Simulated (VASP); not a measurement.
Given:

```
GaAs4B3
1.0
    5.01112     0.00000     0.00000
    0.00000     5.01112     0.00000
    0.00000     0.00000     5.01112
Ga As B
1 4 3
Direct
  0.00000   0.00000   0.00000
  0.26624   0.26624   0.26624
  0.73376   0.73376   0.26624
  0.73376   0.26624   0.73376
  0.26624   0.73376   0.73376
  0.50000   0.50000   0.00000
  0.50000   0.00000   0.50000
  0.00000   0.50000   0.50000
```

Method: PBEsol GGA, VASP's PBE PAW potentials (set 64) (plane waves; VASP). Numerical set-up: 520 eV cut-off, 5×5×5 Γ-centred mesh, tetrahedra with Blöchl corrections, potentials Ga_d As B.

The cores are frozen, which limits the accuracy of field gradients.

**Question.** Give the principal components of the electric field gradient (V/Å²) and the asymmetry η at each nucleus.

**Answer.** 
```
atom   Vxx   Vyy    Vzz     η
----  ----  ----  -----  ----
Ga1    0.0   0.0    0.0     -
As2   44.8  44.8  -89.6  0.00
As3   44.8  44.8  -89.6  0.00
As4   44.8  44.8  -89.6  0.00
As5   44.8  44.8  -89.6  0.00
B6    -0.2  -0.2    0.3     -
B7    -0.2  -0.2    0.3     -
B8    -0.2  -0.2    0.3     -
```

The structure was generated: GaAs4B3 was put into an ordered model structure (P-43m), which need not be its known phase. It was relaxed first.
